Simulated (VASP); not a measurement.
Here is a VASP 6.6.1 calculation.

Contents of INCAR:

```
SYSTEM = NaF
PREC = Accurate ; ENCUT = 580
EDIFF = 1E-7 ; ISMEAR = 0
SIGMA = 0.02 ; LREAL = .FALSE.
LASPH = .TRUE. ; NELM = 80
ALGO = Fast ; ISIF = 3
LWAVE = .FALSE. ; LCHARG = .FALSE.
GGA = PS ; IBRION = 2
NSW = 90 ; EDIFFG = -0.005
```

KPOINTS

```
regular mesh
0
G
  8 8 8
  0 0 0
```

POSCAR

```
NaF
1.0
    0.0000000000      2.3200000000      2.3200000000
    2.3200000000      0.0000000000      2.3200000000
    2.3200000000      2.3200000000      0.0000000000
Na F
1 1
Direct
    0.0000000000      0.0000000000      0.0000000000
    0.5000000000      0.5000000000      0.5000000000
```

Potentials or basis: VASP PAW PBE potentials, release 64 (Na, F).

Run with:

```bash
$ cat potpaw_PBE.64/Na/POTCAR potpaw_PBE.64/F/POTCAR > POTCAR
$ mpirun -np 1 vasp_std > vasp.out
```

Question: Predict the space group after relaxing (to 0.05 Å).

Answer: Fm-3m (No. 225).

Question: Estimate the relaxed cell.

Answer: a = 3.215 Å, b = 3.215 Å, c = 3.215 Å, α = 60.00°, β = 60.00°, γ = 60.00°.

Final structure:
```xyz
2
Lattice="0.0000 2.2737 2.2737 2.2737 0.0000 2.2737 2.2737 2.2737 0.0000" Properties=species:S:1:pos:R:3 pbc="T T T"
Na    0.0000    0.0000    0.0000
F     2.2737    2.2737    2.2737
```
